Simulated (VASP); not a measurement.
# Converging a slab model of Ta(111), part 3 of 6

Wanted: the error that each setting leaves in the work function or ionisation potential of Ta(111).

VASP 6.6.1, plane waves and PAW; the level of theory is named at each step.

So far, highest filled level below the vacuum (eV): step 2 (the base run) 3.48; step 3 (another mesh, mesh points along a 3, k-mesh 3×3×1) 3.51.

## 7. Another vacuum, vacuum width 5

Level of this step: PBE; plane waves and PAW (Ta) (VASP).

Too little vacuum lets the faces of neighbouring images overlap, and too much only costs plane waves.

INCAR

```
SYSTEM = Ta
PREC = Normal
ENCUT = 350
EDIFF = 1E-06
NELM = 120
ISMEAR = 1
SIGMA = 0.1
LREAL = .FALSE.
ALGO = Normal
GGA = PE
NBANDS = 38
LASPH = .TRUE.
LORBIT = 11
LWAVE = .FALSE.
LCHARG = .FALSE.
KPAR = 4
IDIPOL = 3
LDIPOL = .TRUE.
DIPOL = 0.5 0.5 0.5
LVHAR = .TRUE.
LVACPOTAV = .TRUE.
```

POSCAR

```
Ta
1.0
    4.6810468915      0.0000000000      0.0000000000
    2.3405234457      4.0539055243      0.0000000000
    0.0000000000      0.0000000000     14.5551469551
Ta
11
Direct
    0.6666666667      0.6666666667      0.1717605468
    0.0000000000      0.0000000000      0.2374084375
    0.3333333333      0.3333333333      0.3030563281
    0.6666666667      0.6666666667      0.3687042187
    0.0000000000      0.0000000000      0.4343521094
    0.3333333333      0.3333333333      0.5000000000
    0.6666666667      0.6666666667      0.5656478906
    0.0000000000      0.0000000000      0.6312957813
    0.3333333333      0.3333333333      0.6969436719
    0.6666666667      0.6666666667      0.7625915625
    0.0000000000      0.0000000000      0.8282394532
```

KPOINTS

```
Automatic mesh
0
Gamma
6 6 1
0 0 0
```

PAW data sets: Ta (PBE family, release 64).

The run is started by

```console
$ mpirun -np 4 vasp_std
```

The log of the run:

```text
[... set-up lines as in an earlier step ...]
 entering main loop
       N       E                     dE             d eps       ncg     rms          rms(c)
DAV:   1     0.911783640039E+02    0.91178E+02   -0.16747E+04   532   0.857E+02
DAV:   2    -0.112815858036E+03   -0.20399E+03   -0.19123E+03   668   0.164E+02
DAV:   3    -0.135377638570E+03   -0.22562E+02   -0.21563E+02   800   0.464E+01
DAV:   4    -0.136371716865E+03   -0.99408E+00   -0.98291E+00   808   0.108E+01
DAV:   5    -0.136406846224E+03   -0.35129E-01   -0.35054E-01   856   0.201E+00    0.424E+01
DAV:   6    -0.162016709997E+03   -0.25610E+02   -0.30021E+02  1004   0.375E+01    0.296E+01
DAV:   7    -0.126952774494E+03    0.35064E+02   -0.33201E+02   990   0.481E+01    0.227E+01
DAV:   8    -0.125856838046E+03    0.10959E+01   -0.72953E+01   840   0.253E+01    0.841E+00
DAV:   9    -0.123616498838E+03    0.22403E+01   -0.12625E+01   824   0.101E+01    0.416E+00
DAV:  10    -0.123434812708E+03    0.18169E+00   -0.10974E+00   872   0.311E+00    0.297E+00
DAV:  11    -0.123353968728E+03    0.80844E-01   -0.14386E-01   672   0.117E+00    0.217E+00
DAV:  12    -0.123242578847E+03    0.11139E+00   -0.48458E-01   824   0.138E+00    0.658E-01
DAV:  13    -0.123242571224E+03    0.76226E-05   -0.37591E-02   786   0.578E-01    0.514E-01
DAV:  14    -0.123242047864E+03    0.52336E-03   -0.96066E-03   720   0.291E-01    0.253E-01
DAV:  15    -0.123241183278E+03    0.86459E-03   -0.58721E-03   872   0.190E-01    0.664E-02
DAV:  16    -0.123241216766E+03   -0.33489E-04   -0.92791E-04   720   0.893E-02    0.686E-02
DAV:  17    -0.123241255686E+03   -0.38920E-04   -0.26793E-04   616   0.503E-02    0.175E-02
DAV:  18    -0.123241266731E+03   -0.11044E-04   -0.39569E-05   840   0.177E-02    0.115E-02
DAV:  19    -0.123241270471E+03   -0.37405E-05   -0.63018E-06   608   0.763E-03    0.666E-03
DAV:  20    -0.123241273309E+03   -0.28377E-05   -0.67703E-06   616   0.706E-03    0.208E-03
DAV:  21    -0.123241274117E+03   -0.80846E-06   -0.15334E-06   520   0.380E-03
 -----------------------------------------------------------------------------
|                                                                             |
|           W    W    AA    RRRRR   N    N  II  N    N   GGGG   !!!           |
|           W    W   A  A   R    R  NN   N  II  NN   N  G    G  !!!           |
|           W    W  A    A  R    R  N N  N  II  N N  N  G       !!!           |
|           W WW W  AAAAAA  RRRRR   N  N N  II  N  N N  G  GGG   !            |
|           WW  WW  A    A  R   R   N   NN  II  N   NN  G    G                |
|           W    W  A    A  R    R  N    N  II  N    N   GGGG   !!!           |
|                                                                             |
|     The minimum charge density times volume of the cell along the axis      |
|     of the dipole correction is larger 1E-1, which could mean that your     |
|     workfunction is not accurate as there is no field free region in        |
|     your cell. Please consider either increasing the size of your cell      |
|     along the dipole correction (vacuum dimension) or perhaps               |
|     increasing the precision of your calculation.                           |
|                                                                             |
 -----------------------------------------------------------------------------

 [... a notice as in an earlier step ...]

   1 F= -.12324127E+03 E0= -.12324014E+03  d E =-.341635E-02
 -----------------------------------------------------------------------------
|                                                                             |
|           W    W    AA    RRRRR   N    N  II  N    N   GGGG   !!!           |
|           W    W   A  A   R    R  NN   N  II  NN   N  G    G  !!!           |
|           W    W  A    A  R    R  N N  N  II  N N  N  G       !!!           |
|           W WW W  AAAAAA  RRRRR   N  N N  II  N  N N  G  GGG   !            |
|           WW  WW  A    A  R   R   N   NN  II  N   NN  G    G                |
|           W    W  A    A  R    R  N    N  II  N    N   GGGG   !!!           |
|                                                                             |
|     The minimum charge density times volume of the cell along the axis      |
|     of the dipole correction is larger 1E-1, which could mean that your     |
|     workfunction is not accurate as there is no field free region in        |
|     your cell. Please consider either increasing the size of your cell      |
|     along the dipole correction (vacuum dimension) or perhaps               |
|     increasing the precision of your calculation.                           |
|                                                                             |
 -----------------------------------------------------------------------------

 [... a notice as in an earlier step ...]
```

It took 30 s on 4 MPI ranks of Intel Xeon Platinum 8488C (Sapphire Rapids), shared host; peak memory 0.83 GiB.

Parts of OUTCAR (step 7):

```text
   ENCUT  =  350.0 eV  25.72 Ry    5.07 a.u.   7.14  7.14 22.20*2*pi/ulx,y,z

   NELECT =      55.0000    total number of electrons

 dipolmoment           0.000000      0.000000      0.000000 electrons x Angstroem

 E-fermi :   3.2516

 k-point     1 :       0.0000    0.0000    0.0000
  band No.  band energies     occupation
    ...
     26       2.8786      2.00000
     27       2.8786      2.00000
     28       3.1566      2.03815
     29       3.1661      2.00554
     30       3.1661      2.00554
     31       3.7308     -0.00000
     32       3.7308     -0.00000
     33       3.9346     -0.00000
     34       4.5684     -0.00000
     35       5.0138     -0.00000
    ...

  Total      -10.9885873    -10.9885873    -12.9094321      0.0000000     -0.0000000     -0.0000000
  in kB      -63.7410536    -63.7410536    -74.8832202      0.0000000     -0.0000000     -0.0000000
  external PRESSURE =     -67.4551091 kB  Pullay stress =       0.0000000 kB

 POSITION                                       TOTAL-FORCE (eV/Angst)
 -----------------------------------------------------------------------------------
      4.68105      2.70260      2.50000        -0.000000     -0.000000      2.041709
      0.00000      0.00000      3.45551        -0.000000     -0.000000      0.041659
      2.34052      1.35130      4.41103        -0.000000      0.000000     -1.210425
      4.68105      2.70260      5.36654        -0.000000     -0.000000     -0.745811
      0.00000      0.00000      6.32206        -0.000000     -0.000000     -0.492304
      2.34052      1.35130      7.27757        -0.000000     -0.000000      0.000000
      4.68105      2.70260      8.23309         0.000000     -0.000000      0.492304
      0.00000      0.00000      9.18860         0.000000      0.000000      0.745811
      2.34052      1.35130     10.14412         0.000000     -0.000000      1.210425
      4.68105      2.70260     11.09963         0.000000     -0.000000     -0.041659
      0.00000      0.00000     12.05515         0.000000      0.000000     -2.041709
 -----------------------------------------------------------------------------------
    total drift:                               -0.000000     -0.000000     -0.000000

  FREE ENERGIE OF THE ION-ELECTRON SYSTEM (eV)
  ---------------------------------------------------
  free  energy   TOTEN  =      -123.2412741175 eV

  energy  without entropy=     -123.2378577666  energy(sigma->0) =     -123.24013533

[... 3 parts as in an earlier step ...]

[... 13 further parts left out ...]
```

Numbers from this step:

* electronic cycles: 21
* free energy (TOTEN): -123.2413 eV
* energy at zero smearing: -123.2401 eV
* Fermi energy: 3.252 eV

Force by atom:

```csv
atom,x (eV/Å),y (eV/Å),z (eV/Å),size
Ta1,0.00,0.00,2.04,2.04
Ta2,0.00,0.00,0.04,0.04
Ta3,0.00,0.00,-1.21,1.21
Ta4,0.00,0.00,-0.75,0.75
Ta5,0.00,0.00,-0.49,0.49
Ta6,0.00,0.00,0.00,0.00
Ta7,0.00,0.00,0.49,0.49
Ta8,0.00,0.00,0.75,0.75
Ta9,0.00,0.00,1.21,1.21
Ta10,0.00,0.00,-0.04,0.04
Ta11,0.00,0.00,-2.04,2.04
```

The program found no flat vacuum in this gap and printed no vacuum level, so no level below the vacuum can be given.

## 8. Another vacuum, vacuum width 8

INCAR is that of step 7.

POSCAR

```
Ta
1.0
    4.6810468915      0.0000000000      0.0000000000
    2.3405234457      4.0539055243      0.0000000000
    0.0000000000      0.0000000000     17.5551469551
Ta
11
Direct
    0.6666666667      0.6666666667      0.2278534045
    0.0000000000      0.0000000000      0.2822827236
    0.3333333333      0.3333333333      0.3367120427
    0.6666666667      0.6666666667      0.3911413618
    0.0000000000      0.0000000000      0.4455706809
    0.3333333333      0.3333333333      0.5000000000
    0.6666666667      0.6666666667      0.5544293191
    0.0000000000      0.0000000000      0.6088586382
    0.3333333333      0.3333333333      0.6632879573
    0.6666666667      0.6666666667      0.7177172764
    0.0000000000      0.0000000000      0.7721465955
```

KPOINTS is that of step 7.

The run is started by

```console
$ mpirun -np 4 vasp_std
```

The log of the run:

```text
[... set-up lines as in an earlier step ...]
 entering main loop
       N       E                     dE             d eps       ncg     rms          rms(c)
DAV:   1     0.119239514438E+03    0.11924E+03   -0.16399E+04   532   0.842E+02
DAV:   2    -0.109813764499E+03   -0.22905E+03   -0.21482E+03   692   0.168E+02
DAV:   3    -0.135041275343E+03   -0.25228E+02   -0.24143E+02   792   0.513E+01
DAV:   4    -0.136425044693E+03   -0.13838E+01   -0.13651E+01   848   0.123E+01
[...]
DAV:  21    -0.123082971875E+03   -0.10992E-04   -0.42980E-05   674   0.241E-02    0.831E-03
DAV:  22    -0.123082970111E+03    0.17633E-05   -0.16694E-05   672   0.122E-02    0.364E-03
DAV:  23    -0.123082970760E+03   -0.64881E-06   -0.36736E-06   570   0.688E-03
 [... a notice as in an earlier step ...]

   1 F= -.12308297E+03 E0= -.12308062E+03  d E =-.706304E-02
 [... a notice as in an earlier step ...]
```

The job ended after 39 s (4 MPI ranks; peak memory 0.9 GiB; 2.5 min of CPU time).

Parts of OUTCAR (step 8):

```text
  Total      -10.9283120    -10.9283120    -12.4261471      0.0000000      0.0000000     -0.0000000
  in kB      -52.5584544    -52.5584544    -59.7621190      0.0000000      0.0000000     -0.0000000
  external PRESSURE =     -54.9596759 kB  Pullay stress =       0.0000000 kB

 POSITION                                       TOTAL-FORCE (eV/Angst)
 -----------------------------------------------------------------------------------
      4.68105      2.70260      4.00000         0.000000      0.000000      2.196275
      0.00000      0.00000      4.95551         0.000000      0.000000      0.199840
      2.34052      1.35130      5.91103        -0.000000     -0.000000     -1.115570
      4.68105      2.70260      6.86654         0.000000      0.000000     -0.789683
      0.00000      0.00000      7.82206        -0.000000     -0.000000     -0.556124
      2.34052      1.35130      8.77757        -0.000000     -0.000000      0.000000
      4.68105      2.70260      9.73309         0.000000      0.000000      0.556124
      0.00000      0.00000     10.68860        -0.000000     -0.000000      0.789683
      2.34052      1.35130     11.64412         0.000000      0.000000      1.115570
      4.68105      2.70260     12.59963        -0.000000     -0.000000     -0.199840
      0.00000      0.00000     13.55515        -0.000000     -0.000000     -2.196275
 -----------------------------------------------------------------------------------
    total drift:                               -0.000000     -0.000000     -0.000000

  FREE ENERGIE OF THE ION-ELECTRON SYSTEM (eV)
  ---------------------------------------------------
  free  energy   TOTEN  =      -123.0829707602 eV

  energy  without entropy=     -123.0759077178  energy(sigma->0) =     -123.08061641

[... 1 part as in an earlier step ...]

[... 2 further parts left out ...]
[key lines of the parts left out:]
E-fermi :   2.1806
```

The program found no flat vacuum in this gap and printed no vacuum level, so no level below the vacuum can be given.

## 9. Another vacuum, vacuum width 24

INCAR is that of step 8.

POSCAR

```
Ta
1.0
    4.6810468915      0.0000000000      0.0000000000
    2.3405234457      4.0539055243      0.0000000000
    0.0000000000      0.0000000000     33.5551469551
Ta
11
Direct
    0.6666666667      0.6666666667      0.3576202487
    0.0000000000      0.0000000000      0.3860961990
    0.3333333333      0.3333333333      0.4145721492
    0.6666666667      0.6666666667      0.4430480995
    0.0000000000      0.0000000000      0.4715240497
    0.3333333333      0.3333333333      0.5000000000
    0.6666666667      0.6666666667      0.5284759503
    0.0000000000      0.0000000000      0.5569519005
    0.3333333333      0.3333333333      0.5854278508
    0.6666666667      0.6666666667      0.6139038010
    0.0000000000      0.0000000000      0.6423797513
```

KPOINTS is that of step 8.

The run is started by

```console
$ mpirun -np 4 vasp_std
```

The log of the run:

```text
[... set-up lines as in an earlier step ...]
 entering main loop
       N       E                     dE             d eps       ncg     rms          rms(c)
DAV:   1     0.203397350523E+03    0.20340E+03   -0.14612E+04   532   0.779E+02
DAV:   2    -0.931075166146E+02   -0.29650E+03   -0.28190E+03   778   0.163E+02
DAV:   3    -0.133655186149E+03   -0.40548E+02   -0.38975E+02   658   0.646E+01
DAV:   4    -0.136360548193E+03   -0.27054E+01   -0.26580E+01   848   0.162E+01
[...]
DAV:  34    -0.123081053726E+03   -0.17740E-05   -0.18992E-07   392   0.144E-03    0.403E-04
DAV:  35    -0.123081055492E+03   -0.17659E-05   -0.12074E-07   416   0.100E-03    0.394E-04
DAV:  36    -0.123081056024E+03   -0.53198E-06   -0.40393E-08   392   0.562E-04
 [... a notice as in an earlier step ...]

   1 F= -.12308106E+03 E0= -.12307840E+03  d E =-.798084E-02
```

Wall time 1.8 min (4 MPI ranks); peak memory 1.3 GiB; 7.1 min of CPU time.

Parts of OUTCAR (step 9):

```text
  Total      -10.9327196    -10.9327196    -12.4330103      0.0000000      0.0000000     -0.0000000
  in kB      -27.5082544    -27.5082544    -31.2831961      0.0000000      0.0000000     -0.0000000
  external PRESSURE =     -28.7665683 kB  Pullay stress =       0.0000000 kB

 POSITION                                       TOTAL-FORCE (eV/Angst)
 -----------------------------------------------------------------------------------
      4.68105      2.70260     12.00000        -0.000000      0.000000      2.198359
      0.00000      0.00000     12.95551        -0.000000     -0.000000      0.206041
      2.34052      1.35130     13.91103        -0.000000      0.000000     -1.108213
      4.68105      2.70260     14.86654         0.000000     -0.000000     -0.795940
      0.00000      0.00000     15.82206         0.000000      0.000000     -0.561562
      2.34052      1.35130     16.77757         0.000000     -0.000000      0.000000
      4.68105      2.70260     17.73309        -0.000000      0.000000      0.561562
      0.00000      0.00000     18.68860         0.000000      0.000000      0.795940
      2.34052      1.35130     19.64412        -0.000000      0.000000      1.108213
      4.68105      2.70260     20.59963         0.000000      0.000000     -0.206041
      0.00000      0.00000     21.55515         0.000000     -0.000000     -2.198359
 -----------------------------------------------------------------------------------
    total drift:                               -0.000000     -0.000000     -0.000000

  FREE ENERGIE OF THE ION-ELECTRON SYSTEM (eV)
  ---------------------------------------------------
  free  energy   TOTEN  =      -123.0810560240 eV

  energy  without entropy=     -123.0730751872  energy(sigma->0) =     -123.07839575

[... 1 part as in an earlier step ...]

[... 2 further parts left out ...]
[key lines of the parts left out:]
E-fermi :  -0.5188
```

Against the base run its depth below the vacuum changes by -0.00 eV and the energy by -0.0 meV an atom.

## 10. The series together

Times are for 4 MPI ranks of Intel Xeon Platinum 8488C (Sapphire Rapids), shared host. The series side by side:

```csv
no.,vacuum width,electronic cycles,eigenvalues first band,time,memory (GiB)
1,5,21,19,30 s,0.83
2,8,23,18,39 s,0.9
3,24,36,18,1.8 min,1.3
```

(Continued in part 4 of 6.)

[Lines on the potential files, build, host, timing and source positions are cut from VASP's logs without a mark.]

[Logs are printed without paths, hosts, clocks, repeated set-up lines and the standing remarks that a program may print on its own settings, such as how far it seeks lower states.]

[Hosts, paths, dates, database ids (printed as entryN), source tags and the programs' standing remarks are cut or masked in the printed files.]

[In band tables of VASP the shares of atoms and orbitals are scaled to a sum of 1 inside the atoms' spheres.]

[Runs that stopped without an error message from VASP are left out.]
